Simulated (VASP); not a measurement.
# GaGe (F-43m) in VASP: notebook

The runs below take GaGe through single point, with r2SCAN.

All numbers are computed with VASP 6.6.1; they aren't measurements. Logs are shortened: lines on timing, memory, paths and dates and some standing lists are left out, and cuts for length are marked.

**1. Starting point**

The structure is cubic, space group F-43m (No. 216). Conventional cell: a = 5.796 Å, b = 5.796 Å, c = 5.796 Å, α = 90.00°, β = 90.00°, γ = 90.00°. Around Ge (site symmetry -43m) lie 4 Ga at 2.51 Å. Around Ga (site symmetry -43m) lie 4 Ge at 2.51 Å.

The cell comes from a database or a generator and needn't be the stable form of this composition.

**2. Single point, r2SCAN**

The input, INCAR:

```
PREC     = Accurate       # precision mode
ENCUT    = 250            # plane-wave cutoff, eV
EDIFF    = 1E-6           # SCF threshold, eV
ISMEAR   = 0              # smearing method
SIGMA    = 0.05           # smearing width, eV
LREAL    = F              # projectors in reciprocal space
LASPH    = T              # aspherical terms in the spheres
NELM     = 100            # most SCF steps
ALGO     = Normal         # electronic algorithm
ISIF     = 2              # what is computed and relaxed
LWAVE    = F              # write WAVECAR
LCHARG   = F              # write CHGCAR
METAGGA  = R2SCAN         # meta-GGA
LMIXTAU  = T            
ADDGRID  = F
```

The input, KPOINTS:

```
Automatic mesh
0
Gamma
  5 5 5
```

The input, POSCAR:

```
GaGe
1.0
    0.0000000000      2.8978440000      2.8978440000
    2.8978440000      0.0000000000      2.8978440000
    2.8978440000      2.8978440000      0.0000000000
Ge Ga
1 1
Direct
    0.0000000000      0.0000000000      0.0000000000
    0.2500000000      0.2500000000      0.2500000000
```

Potentials or basis: VASP PAW PBE potentials, release 64 (Ge, Ga).

The run is started by

```
> cat potpaw_PBE.64/Ge/POTCAR potpaw_PBE.64/Ga/POTCAR > POTCAR
> mpirun -np 1 vasp_std > vasp.out
```

OUTCAR:

```text
PREC = Accurate
   ENCUT = 250
   EDIFF = 1E-6
   ISMEAR = 0
   LREAL = F
   LASPH = T
   NELM = 100
   ISIF = 2
   METAGGA = R2SCAN

 Found     10 irreducible k-points:

 Following reciprocal coordinates:
            Coordinates               Weight
  0.000000  0.000000  0.000000      1.000000
  0.200000  0.000000  0.000000      8.000000
  0.400000  0.000000  0.000000      8.000000
  0.200000  0.200000  0.000000      6.000000
  0.400000  0.200000  0.000000     24.000000
 -0.400000  0.200000  0.000000     24.000000
   k-points           NKPTS =     10   k-points in BZ     NKDIM =     10   number of bands    NBANDS=      7
   number of dos      NEDOS =    301   number of ions     NIONS =      2
   total plane-waves  NPLWV =  13824
   dimension x,y,z NGX =    24 NGY =   24 NGZ =   24
   dimension x,y,z NGXF=    48 NGYF=   48 NGZF=   48
   ions per type =               1   1
   NGX,Y,Z   is equivalent  to a cutoff of   9.74,  9.74,  9.74 a.u.
   NGXF,Y,Z  is equivalent  to a cutoff of  19.47, 19.47, 19.47 a.u.
 SYSTEM =  unknown system
   PREC   = accura    normal or accurate (medium, high low for compatibility)
   ISTART =      0    job   : 0-new  1-cont  2-samecut
   ICHARG =      2    charge: 1-file 2-atom 10-const
   ISPIN  =      1    spin polarized calculation?
   LNONCOLLINEAR =      F non collinear calculations
   LSORBIT =      F    spin-orbit coupling
   LASPH  =      T    aspherical Exc in radial PAW
   ENCUT  =  250.0 eV  18.37 Ry    4.29 a.u.   5.28  5.28  5.28*2*pi/ulx,y,z
   NELM   =    100;   NELMIN=  2; NELMDL= -5     # of ELM steps
   EDIFF  = 0.1E-05   stopping-criterion for ELM
   LREAL  =      F    real-space projection
   EDIFFG = 0.1E-04   stopping-criterion for IOM
   NSW    =      0    number of steps for IOM
   IBRION =     -1    ionic relax: 0-MD 1-quasi-New 2-CG
   NFREE  =      0    steps in history (QN), initial steepest desc. (CG)
   ISIF   =      2    stress and relaxation
   ISYM   =      2    0-nonsym 1-usesym 2-fastsym
   POTIM  = 0.5000    time-step for ionic-motion
   TEBEG  =    0.0;   TEEND  =   0.0 temperature during run
   PSTRESS=    0.0 pullay stress
   NELECT =       7.0000    total number of electrons
   NUPDOWN=      -1.0000    fix difference up-down
   EMIN   =  10.00;   EMAX   =-10.00  energy-range for DOS
   EFERMI =   0.00;   METHOD = LEGACY
   ISMEAR =     0;   SIGMA  =   0.05  broadening in eV -4-tet -1-fermi 0-gaus
   EFERMI_NEDOS =   21; number of points for ismear=-14 and -15
   IALGO  =     38    algorithm
   IMIX   =      4    mixing-type and parameters
     AMIX     =   0.40;   BMIX     =  1.00
     AMIX_MAG =   1.60;   BMIX_MAG =  1.00
  volume/ion in A,a.u.               =      24.33       164.22
  Fermi-wavevector in a.u.,A,eV,Ry     =   0.857740  1.620894 10.010058  0.735719
  Thomas-Fermi vector in A             =   1.974840
   LORBIT       =      0    0 simple, 1 ext, 2 COOP (PROOUT), +10 PAW based schemes
   METAGGA = R2SCAN    functional components
   LHFCALC =     F    Hartree Fock is set to
   AEXX    =    0.0000 exact exchange contribution
   IVDW    =     0    specifies the selected vdW correction
   LEPSILON=     F    determine dielectric tensor
   LRPA    =     F    only Hartree local field effects (RPA)
 non-spin polarized calculation
 Gauss-broadening in eV      SIGMA  =   0.05
  energy-cutoff  :      250.00
  volume of cell :       48.67
 maximum number of plane-waves:       444
 NGX is ok and might be reduce to    24
   NGX = 11   NGY = 11   NGZ = 11

 number of electron       7.0000000 magnetization

 Free energy of the ion-electron system (eV)
  ---------------------------------------------------
  ext. energy  EPLUGINS =         0.00000000
  ---------------------------------------------------
  free energy    TOTEN  =       -24.97886763 eV

  energy without entropy =      -24.97576130  energy(sigma->0) =      -24.97731446

 E-fermi :   1.0732     XC(G=0):  -9.1481

 val. band max:        1.0359225902   @ k =  -0.4000   0.2000   0.0000
 cond. band min:       1.3375101440   @ k =   0.2000   0.2000   0.0000
 fundamental gap:      0.3015875538
 Fermi energy:         1.0732038212

 k-point     1 :       0.0000    0.0000    0.0000
  band No.  band energies     occupation
      1      -9.8019      2.00000
      2       2.9166      0.00000
      3       2.9166      0.00000
      4       2.9166      0.00000
      5       3.7710      0.00000
      6       5.8005      0.00000
      7       5.8005      0.00000

 k-point     2 :       0.2000    0.0000    0.0000
  band No.  band energies     occupation
      1      -9.3292      2.00000
      2      -0.6054      2.00000
      3       2.2747      0.00000
      4       2.2747      0.00000
      5       4.2726      0.00000
      6       6.6300      0.00000
      7       6.6300      0.00000

 k-point     3 :       0.4000    0.0000    0.0000
  band No.  band energies     occupation
      1      -8.1437      2.00000
      2      -3.7696      2.00000
      3       1.6325      0.00000
      4       1.6325      0.00000
      5       3.6966      0.00000
      6       6.8855      0.00000
      7       6.8855      0.00000

 k-point     4 :       0.2000    0.2000    0.0000
  band No.  band energies     occupation
      1      -9.1652      2.00000
      2      -0.4822      2.00000
      3       1.3375      0.00000
      4       1.3375      0.00000
      5       4.5046      0.00000
      6       6.1916      0.00000
      7       8.1883      0.00000

 k-point     5 :       0.4000    0.2000    0.0000
  band No.  band energies     occupation
      1      -8.1538      2.00000
      2      -3.0106      2.00000
      3       0.0934      2.00000
      4       0.7632      2.00000
      5       4.7740      0.00000
      6       6.7472      0.00000
      7       8.0858      0.00000

 k-point     6 :      -0.4000    0.2000    0.0000
  band No.  band energies     occupation
      1      -7.4629      2.00000
      2      -4.1948      2.00000
      3      -0.7197      2.00000
      4       1.0359      1.70833
      5       4.9066      0.00000
      6       7.3968      0.00000
      7       8.2061      0.00000

 [... further k-points ...]

------------------------ aborting loop because EDIFF is reached ----------------------------------------

  FORCE on cell =-STRESS in cart. coord.  units (eV):
  Direction    XX          YY          ZZ          XY          YZ          ZX
  --------------------------------------------------------------------------------------
  -------------------------------------------------------------------------------------
  Total       -0.7345366     -0.7345366     -0.7345366     -0.0000000      0.0000000     -0.0000000
  in kB      -24.1807095    -24.1807095    -24.1807095     -0.0000000      0.0000000     -0.0000000
  external PRESSURE =     -24.1807095 kB  Pullay stress =       0.0000000 kB

 VOLUME and BASIS-vectors are now :
 -----------------------------------------------------------------------------
  energy-cutoff  :      250.00
  volume of cell :       48.67
      direct lattice vectors                 reciprocal lattice vectors
     0.000000000  2.897844000  2.897844000    -0.172542069  0.172542069  0.172542069
     2.897844000  0.000000000  2.897844000     0.172542069 -0.172542069  0.172542069
     2.897844000  2.897844000  0.000000000     0.172542069  0.172542069 -0.172542069

 POSITION                                       TOTAL-FORCE (eV/Angst)
 -----------------------------------------------------------------------------------
      0.00000      0.00000      0.00000        -0.000000     -0.000000     -0.000000
      1.44892      1.44892      1.44892         0.000000      0.000000      0.000000
 -----------------------------------------------------------------------------------
    total drift:                               -0.000000     -0.000000     -0.000000

  FREE ENERGIE OF THE ION-ELECTRON SYSTEM (eV)
  ---------------------------------------------------
  free  energy   TOTEN  =       -24.9788676278 eV

  energy  without entropy=      -24.9757612974  energy(sigma->0) =      -24.97731446
```

It took 29 s on 1 thread of AMD EPYC 7R43 (Zen 3), shared host; peak memory 0.1 GiB.

These settings aren't checked as converged: the numbers below hold their error.

What came out:

```
Free energy            : -24.9789 eV
Pressure               : -2.4 GPa
Band gap on the k mesh : none (metal or under the smearing width)
```

Caveat: the k mesh is coarse (spacing up to 0.38 Å⁻¹), so the values aren't converged; the PAW data sets were made with another functional, which shifts forces and pressure a little.

**3. Single point, r2SCAN**

INCAR: that of step 2 with these lines changed.

```diff
@@ -1,3 +1,3 @@
 PREC     = Accurate       # precision mode
-ENCUT    = 250            # plane-wave cutoff, eV
+ENCUT    = 700            # plane-wave cutoff, eV
 EDIFF    = 1E-6           # SCF threshold, eV
```

The input, KPOINTS:

```
Automatic mesh
0
Gamma
  3 3 3
```

POSCAR is that of step 2.

Potentials or basis: VASP PAW PBE potentials, release 64 (Ge, Ga).

The run is started by

```
> cat potpaw_PBE.64/Ge/POTCAR potpaw_PBE.64/Ga/POTCAR > POTCAR
> mpirun -np 1 vasp_std > vasp.out
```

It took 46 s on 1 thread of AMD EPYC 7R43 (Zen 3), shared host; peak memory 0.18 GiB.

The run converged, but some of its settings lie outside the range that counts as converged, so its numbers aren't taken as properties of the crystal.

Results:

```
Free energy            : -24.5983 eV
Pressure               : -2.3 GPa
Band gap on the k mesh : none (metal or under the smearing width)
```

Caveat: the k mesh is coarse (spacing up to 0.63 Å⁻¹), so the values aren't converged; the PAW data sets were made with another functional, which shifts forces and pressure a little.

[end of part 1 of 2]
